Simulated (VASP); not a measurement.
An input for Quantum ESPRESSO's pw.x (written as the equivalent of a VASP run, and not itself run):

```
&CONTROL
  calculation = 'scf'
  pseudo_dir = './pseudo'
  outdir = './out'
  tprnfor = .true.
  tstress = .true.
/
&SYSTEM
  ibrav = 0
  nat = 3
  ntyp = 2
  ecutwfc = 84
  occupations = 'smearing'
  smearing = 'gaussian'
  degauss = 0.003675
  input_dft = 'pbe'
/
&ELECTRONS
  conv_thr = 7.3e-08
  electron_maxstep = 100
/
ATOMIC_SPECIES
  Li 6.940 Li.upf
  O 15.999 O.upf
CELL_PARAMETERS angstrom
     0.0000000    2.3100000    2.3100000
     2.3100000    0.0000000    2.3100000
     2.3100000    2.3100000    0.0000000
ATOMIC_POSITIONS crystal
  Li   0.2500000  0.2500000  0.2500000
  Li   0.7500000  0.7500000  0.7500000
  O    0.0000000  0.0000000  0.0000000
K_POINTS automatic
  8 8 8 0 0 0
```

Translate this input to VASP (INCAR, KPOINTS, POSCAR, choice of POTCAR).

Several could match; the one computed here: 
### POSCAR
```
Li2O
1
    0.0000000000     2.3100000000     2.3100000000
    2.3100000000     0.0000000000     2.3100000000
    2.3100000000     2.3100000000     0.0000000000
Li O
2 1
Direct
  0.2500000000   0.2500000000   0.2500000000
  0.7500000000   0.7500000000   0.7500000000
  0.0000000000   0.0000000000   0.0000000000
```

KPOINTS:
```
Automatic mesh
0
Gamma
8 8 8
0 0 0
```

INCAR:
```
LWAVE=.FALSE.
PREC=Accurate
NELM=100   ! most electronic steps
SIGMA=0.05   ! width (eV)
LCHARG=.TRUE.
ENCUT=520
ALGO=Normal
ISMEAR=0   ! Gaussian
GGA=PE   ! PBE
EDIFF=1E-6
LREAL=.FALSE.
LASPH=.TRUE.
SYSTEM=Li2O
```

POTCAR, in this order: Li_sv O (PBE.64 set). Program: vasp_std.

Limits of the translation: the potentials are each code's own (VASP's PAW set, PseudoDojo norm-conserving files in pw.x), so ENCUT and ecutwfc are chosen apart and not converted; conv_thr bounds pw.x's estimated SCF error, while EDIFF bounds the energy change between steps.

The compound is Li2O in the antifluorite structure. The cell was not relaxed at this level.
